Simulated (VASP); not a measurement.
Input:

```xyz
17
Lattice="5.8438 0.0000 0.0000 2.9219 5.0609 0.0000 0.0000 0.0000 20.8060" Properties=species:S:1:pos:R:3 pbc="T T T"
Ti     0.0000     1.6870     6.9287
Ti     2.9219     1.6870     6.9287
Ti     1.4609     4.2174     6.9287
Ti     4.3828     4.2174     6.9287
Ti     0.0000     0.0000     9.2449
Ti     2.9219     0.0000     9.2449
Ti     1.4609     2.5304     9.2449
Ti     4.3828     2.5304     9.2449
Ti     0.0000     1.6870    11.5611
Ti     2.9219     1.6870    11.5611
Ti     1.4609     4.2174    11.5611
Ti     4.3828     4.2174    11.5611
Ti     0.0000     0.0000    13.8773
Ti     2.9219     0.0000    13.8773
Ti     1.4609     2.5304    13.8773
Ti     4.3828     2.5304    13.8773
Si     1.4609     0.8435    15.4867
```

The numbers are results of PBE GGA, VASP's PBE PAW potentials (set 64) (plane waves; VASP), not measurements. Numerical set-up: PREC = Normal, EDIFF = 1E-5, 400 eV cut-off, 5×5×1 Γ-centred mesh, first-order Methfessel-Paxton smearing of 0.10 eV, potentials Ti Si.

The ions are relaxed. What does this cell relax into?

```xyz
17
Lattice="5.8438 0.0000 0.0000 2.9219 5.0609 0.0000 0.0000 0.0000 20.8060" Properties=species:S:1:pos:R:3 pbc="T T T"
Ti     5.8472     1.6850     7.0252
Ti     2.9184     1.6850     7.0252
Ti     7.3047     4.2174     7.0233
Ti     4.3828     4.2214     7.0252
Ti     8.7646     5.0602     9.1565
Ti     5.8449     5.0602     9.1565
Ti     7.3047     2.5317     9.1565
Ti     4.3828     2.5304     9.1808
Ti     5.7956     1.7148    11.6084
Ti     2.9701     1.7148    11.6084
Ti     7.3047     4.2174    11.5397
Ti     4.3828     4.1618    11.6084
Ti     0.0228     0.0132    13.7369
Ti     2.8991     0.0132    13.7369
Ti     1.4609     2.5041    13.7369
Ti     4.3828     2.5304    13.9658
Si     1.4609     0.8435    15.6443
```

How much energy does the relaxation gain?

The energy (σ→0) changes by -46.4 meV/atom, in 13 ionic steps.

| step | E(σ→0) (eV) | max force (eV/Å) | pressure (GPa) | volume (Å³) |
|---|---|---|---|---|
| 1 | -121.9108 | 2.996 | -0.51 | 615.33 |
| 2 | -122.4751 | 0.560 | -0.94 | 615.33 |
| 3 | -122.4858 | 0.707 | -0.95 | 615.33 |
| 4 | -122.6234 | 0.438 | -0.67 | 615.33 |
| 5 | -122.6692 | 0.275 | -0.31 | 615.33 |
| 6 | -122.6695 | 0.280 | -0.33 | 615.33 |
| 7 | -122.6836 | 0.131 | -0.31 | 615.33 |
| 8 | -122.6862 | 0.161 | -0.30 | 615.33 |
| 9 | -122.6935 | 0.098 | -0.30 | 615.33 |
| 10 | -122.6969 | 0.128 | -0.31 | 615.33 |
| 11 | -122.6971 | 0.105 | -0.31 | 615.33 |
| 12 | -122.6993 | 0.056 | -0.26 | 615.33 |
| 13 | -122.6997 | 0.028 | -0.22 | 615.33 |

The cell is a thin slab with vacuum, built from Ti (hcp): (001) face, Si adsorbed.
